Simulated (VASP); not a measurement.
An input for Ansatz (written as the equivalent of a VASP run, and not itself run):

Ansatz 0.2 input:
```yaml
crystal:
  lattice:
    - [-2.5399144, 2.5399144, 2.5399144]
    - [2.5399144, -2.5399144, 2.5399144]
    - [2.5399144, 2.5399144, -2.5399144]
  atoms:
    - { symbol: Ba, position: [0.0000000, 0.0000000, 0.0000000] }
kpoints:
  mp_grid: { grid: [9, 9, 9] }
hamiltonian:
  xc: r2scan
  pseudopotentials: { kind: paw }
scf:
  occupations: { method: methfessel_paxton, width: 0.1 }
  max_iter: 100
relax:
  max_steps: 60
  f_tol: 0.01
  cell: {}
output: { forces: true, stress: true, eigenvalues: true }
```

Problem. Write the VASP files for the same calculation (r2SCAN).

Solution. Several could match; the one computed here: 
### POSCAR
```
Ba
1
   -2.5399144030     2.5399144030     2.5399144030
    2.5399144030    -2.5399144030     2.5399144030
    2.5399144030     2.5399144030    -2.5399144030
Ba
1
Direct
  0.0000000000   0.0000000000   0.0000000000
```

### INCAR
```
EDIFF=1E-6   ! SCF stop (eV)
LREAL=.FALSE.   ! projection in real space or not
METAGGA=R2SCAN
LCHARG=.FALSE.
ENCUT=480   ! plane-wave cut-off (eV)
PREC=Accurate
ISMEAR=1   ! Methfessel-Paxton
LMAXMIX=4   ! l cut-off of mixed one-centre charges
SYSTEM=Ba
NSW=60
LASPH=.TRUE.   ! aspherical one-centre terms
SIGMA=0.1   ! width (eV)
ISIF=3   ! ions, shape and volume
IBRION=2
NELM=100   ! most electronic steps
LWAVE=.FALSE.
LMIXTAU=.TRUE.
EDIFFG=-0.01
ALGO=Normal   ! blocked Davidson
```

**KPOINTS**
```
Automatic mesh
0
gamma
  9 9 9
0 0 0
```

POTCAR, in this order: Ba_sv (PBE.64 set). Program: vasp_std.

What does not carry over: each code has its own PAW files, so the cut-off isn't converted (ENCUT is set for VASP's; basis.ecutwfc is left out, and Ansatz then takes the one that its files recommend); Ansatz stops its SCF on the density residual and VASP on the energy change (EDIFF).

The compound is Ba in the bcc structure. It was relaxed first. The start is the result of an earlier pass.
